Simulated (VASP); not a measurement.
Calculation: PBE GGA, VASP's PBE PAW potentials (set 64) (plane waves; VASP).

VASP ran on this input.

**KPOINTS**
```
k-points along high-symmetry lines
15
Line-mode
Reciprocal
  0.000000   0.000000   0.000000 ! GAMMA
  0.000000   0.500000   0.000000 ! X

  0.000000   0.500000   0.000000 ! X
  0.500000   0.500000   0.000000 ! M

  0.500000   0.500000   0.000000 ! M
  0.000000   0.000000   0.000000 ! GAMMA

  0.000000   0.000000   0.000000 ! GAMMA
  0.500000   0.500000   0.500000 ! R

  0.500000   0.500000   0.500000 ! R
  0.000000   0.500000   0.000000 ! X

  0.500000   0.500000   0.500000 ! R
  0.500000   0.500000   0.000000 ! M
```

POSCAR:
```
CdZn3Te4
1.0
  6.2853462339   0.0000000000   0.0000000000
  0.0000000000   6.2853462339   0.0000000000
  0.0000000000   0.0000000000   6.2853462339
Zn Te Cd
3 4 1
Direct
  0.0000000000   0.0000000000   0.0000000000
  0.5000000000   0.5000000000   0.0000000000
  0.5000000000   0.0000000000   0.5000000000
  0.2596957930   0.2403042070   0.2403042070
  0.7403042070   0.7596957930   0.2403042070
  0.7403042070   0.2403042070   0.7596957930
  0.2596957930   0.7596957930   0.7596957930
  0.0000000000   0.5000000000   0.5000000000
```

**INCAR**
```
# general
SYSTEM   =  CdZn3Te4
PREC     =  Accurate
ENCUT    =  400   # plane-wave cut-off (eV)
LREAL    =  .False.   # projection in real space or not
LASPH    =  .True.   # aspherical one-centre terms
ICHARG   =  11   # fixed density

# electronic loop
EDIFF    =  1E-6   # SCF stop (eV)
NELM     =  100
ALGO     =  Normal   # blocked Davidson
LMAXMIX  =  4

# smearing
ISMEAR   =  0
SIGMA    =  0.05   # width (eV)

# functional
GGA      =  PE

# output
LWAVE    =  .False.
LCHARG   =  .False.
```

POTCAR, in this order: Zn Te Cd (PBE.64 set). Program: vasp_std. Read from the step before: CHGCAR.

The run wrote:

File OSZICAR:
```
       N       E                     dE             d eps       ncg     rms          rms(c)
DAV:   1     0.448963154723E+03    0.44896E+03   -0.27687E+04  7740   0.139E+03
DAV:   2     0.224434689374E+02   -0.42652E+03   -0.41618E+03  8225   0.343E+02
DAV:   3    -0.180236868119E+02   -0.40467E+02   -0.39901E+02  8897   0.111E+02
DAV:   4    -0.191198423504E+02   -0.10962E+01   -0.10939E+01  8705   0.171E+01
DAV:   5    -0.191486720226E+02   -0.28830E-01   -0.28826E-01 10137   0.244E+00
DAV:   6    -0.191490544450E+02   -0.38242E-03   -0.38241E-03  8700   0.284E-01
DAV:   7    -0.191490701220E+02   -0.15677E-04   -0.15677E-04 10486   0.515E-02
DAV:   8    -0.191490706089E+02   -0.48698E-06   -0.48693E-06  6650   0.726E-03
   1 F= -.19149071E+02 E0= -.19149071E+02  d E =-.194737E-12
```

### OUTCAR
```
 val. band max:        2.5804375748   @ k =   0.0000   0.0000   0.0000

 cond. band min:       3.4659830197   @ k =   0.0000   0.0000   0.0000



 k-point     1 :       0.0000    0.0000    0.0000
  band No.  band energies     occupation
      1      -8.7906      2.00000
      2      -7.8718      2.00000
      3      -7.8718      2.00000
      4      -7.8718      2.00000
      5      -5.4259      2.00000
      6      -5.4259      2.00000
      7      -5.4004      2.00000
      8      -5.4004      2.00000
      9      -5.4004      2.00000
     10      -4.1193      2.00000
     11      -4.1193      2.00000
     12      -4.1193      2.00000
     13      -4.0872      2.00000
     14      -4.0435      2.00000
     15      -4.0435      2.00000
     16      -4.0435      2.00000
     17      -4.0290      2.00000
     18      -4.0290      2.00000
     19      -3.9510      2.00000
     20      -3.9510      2.00000
     21      -3.9481      2.00000
     22      -3.8236      2.00000
     23      -3.8236      2.00000
     24      -3.8236      2.00000
     25      -2.1903      2.00000
     26      -2.1903      2.00000
     27      -1.7386      2.00000
     28       0.6082      2.00000
     29       0.6082      2.00000
     30       0.6082      2.00000
     31       0.6621      2.00000
     32       0.6621      2.00000
     33       0.6621      2.00000
     34       2.5804      2.00000
     35       2.5804      2.00000
     36       2.5804      2.00000
     37       3.4660      0.00000
     38       4.7537      0.00000
     39       5.0988      0.00000
     40       5.0988      0.00000
     41       5.1507      0.00000
     42       5.1507      0.00000
     43       5.1507      0.00000

 k-point     2 :       0.0000    0.0357    0.0000
  band No.  band energies     occupation
      1      -8.7882      2.00000
      2      -7.8750      2.00000
      3      -7.8718      2.00000
      4      -7.8718      2.00000
      5      -5.4258      2.00000
      6      -5.4257      2.00000
...
```

The density is held fixed in this step, so its total energy and stress have no physical meaning. Unless said otherwise, spin-orbit coupling is left out, though it shifts the bands of the heavy elements here.

The structure was generated: CdZn3Te4 was put into an ordered model structure (P-43m), which need not be its known phase. It was relaxed first.
